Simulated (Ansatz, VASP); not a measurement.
This is a calculation of HPbNO4 for VASP 6.6.1.

Contents of INCAR:

```
SYSTEM = HPbNO4
PREC = Accurate
ENCUT = 520
EDIFF = 1E-7
ISMEAR = -1
SIGMA = 0.05
LREAL = .False.
LASPH = .True.
NELM = 60
ALGO = Normal
ISIF = 2
LWAVE = .False.
LCHARG = .False.
GGA = PE
NBANDS = 31
KPAR = 4
```

KPOINTS

```
Automatic mesh
0
Gamma
  7 7 5
  0 0 0
```

File POSCAR:

```
HPbNO4
1.0
    4.2544893633      0.1126329309      0.1703830169
    1.9412134177      3.9425274513      0.1273338739
    1.7840217362      1.2690733376      6.4565204063
H Pb N O
1 1 1 4
Direct
    0.8914500000      0.6820200000      0.6279600000
    0.1442600000      0.9287200000      0.8835200000
    0.2567000000      0.2886100000      0.3017100000
    0.8310800000      0.6505600000      0.7840500000
    0.3869400000      0.2238000000      0.1129500000
    0.3110400000      0.0357600000      0.4585600000
    0.0772600000      0.6063300000      0.3227500000
```

Potentials or basis: VASP PAW PBE potentials, release 64 (H, Pb_d, N, O).

Run with:

```bash
$ cat potpaw_PBE.64/H/POTCAR potpaw_PBE.64/Pb_d/POTCAR potpaw_PBE.64/N/POTCAR potpaw_PBE.64/O/POTCAR > POTCAR
$ mpirun -np 4 vasp_std > vasp.out
```

Question: Translate it to Ansatz 0.2.0. Potentials there: Ansatz PAW.

Answer: As run (the cutoff follows the program's own potentials):

The input input.yaml:

```yaml
crystal:
  lattice:
    - [4.2544893633, 0.1126329309, 0.1703830169]
    - [1.9412134177, 3.9425274513, 0.1273338739]
    - [1.7840217362, 1.2690733376, 6.4565204063]
  atoms:
    - { symbol: H, position: [0.89145, 0.68202, 0.62796] }
    - { symbol: Pb, position: [0.14426, 0.92872, 0.88352] }
    - { symbol: "N", position: [0.2567, 0.28861, 0.30171] }
    - { symbol: O, position: [0.83108, 0.65056, 0.78405] }
    - { symbol: O, position: [0.38694, 0.2238, 0.11295] }
    - { symbol: O, position: [0.31104, 0.03576, 0.45856] }
    - { symbol: O, position: [0.07726, 0.60633, 0.32275] }
hamiltonian:
  xc: pbe
  pseudopotentials: { kind: paw }
kpoints:
  mp_grid: { grid: [7, 7, 5] }
scf:
  occupations: { method: fermi_dirac, width: 0.05 }
output:
  forces: true
  stress: true
  eigenvalues: true
```

Potentials or basis: Ansatz PAW.

Launch:

```bash
$ ansatz run input.yaml --threads 8 --pin off --max-ram 20480MiB --backend cpu --events-out ev --progress --plain --runs-dir out
```

Both were run:

|  | VASP | Ansatz | Ansatz less VASP |
| --- | --- | --- | --- |
| gap on the k mesh at the Fermi level (eV) | 2.76 | 2.78 | +0.026 |
| least direct gap on the mesh (eV) | 2.78 | 2.80 | +0.026 |
| pressure (GPa) | -2.9 | -3.4 | -0.48 |
| largest component of the traceless stress (GPa) | 1.43 | 2.11 | +0.686 |
| rms of the force components (eV/Å) | 0.257 | 0.385 | +0.1273 |

Atom by atom the forces differ by 0.132 eV/Å (rms over components).

Caveats: spin-orbit coupling is left out, which as a rule narrows the gap of such compounds by several tenths of an eV; an odd mesh through Γ misses points on the zone boundary, where band edges often lie (VASP); odd divisions of the mesh miss points on the zone boundary, where band edges often lie, so the gap on the mesh can be too wide (Ansatz); the pressure holds a Pulay correction of +0.6 GPa for the finite cutoff (Ansatz).
